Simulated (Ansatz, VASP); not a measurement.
**Two plane-wave programs on NbTe**

INCAR

```
PREC = Accurate
ENCUT = 520
EDIFF = 1E-7
ISMEAR = -1
SIGMA = 0.05
LREAL = False
LASPH = True
NELM = 100
ALGO = Normal
ISIF = 2
LWAVE = False
LCHARG = False
GGA = PE
NBANDS = 16
```

Contents of KPOINTS:

```
Automatic mesh
0
Gamma
  8 8 8
```

Contents of POSCAR:

```
NbTe
1.0
    3.4027080321      0.0000000000      0.0000000000
    0.0000000000      3.4027080321      0.0000000000
    0.0000000000      0.0000000000      3.4027080321
Nb Te
1 1
Direct
    0.5000000000      0.5000000000      0.5000000000
    0.0000000000      0.0000000000      0.0000000000
```

File input.yaml:

```yaml
crystal:
  lattice:
    - [3.4027080321, 0.0, 0.0]
    - [0.0, 3.4027080321, 0.0]
    - [0.0, 0.0, 3.4027080321]
  atoms:
    - { symbol: Nb, position: [0.5, 0.5, 0.5] }
    - { symbol: Te, position: [0.0, 0.0, 0.0] }
hamiltonian:
  xc: pbe
  pseudopotentials: { kind: paw }
kpoints:
  mp_grid: { grid: [8, 8, 8] }
scf:
  occupations: { method: fermi_dirac, width: 0.05 }
output:
  forces: true
  stress: true
  eigenvalues: true
```

Change from the starting cell: volume scaled by 0.98.

Alike in both runs: task single point; functional PBE; k mesh 8 × 8 × 8; occupations fermi-dirac, width 0.05 eV; no spin polarisation.

|  | VASP | Ansatz |
| --- | --- | --- |
| version | VASP 6.6.1 | Ansatz 0.2.0 |
| potentials or method | VASP PAW PBE potentials, release 64 (Nb_sv, Te) | Ansatz PAW |
| plane-wave cutoff (eV) | 520 | 420 |
| valence electrons in the cell | 19 | 29 |

Ansatz gave:

```
gap on the k mesh at the Fermi level (eV) : none
pressure (GPa)                            : 2.8
```

What did VASP give for the same quantities?

gap on the k mesh at the Fermi level (eV): none; pressure (GPa): 2.6.

A gap of «none» marks a metal or a gap that the smearing closes. The two sets of potentials don't hold the same shells in valence.

Spin-orbit coupling is left out, which matters for the levels of Te.
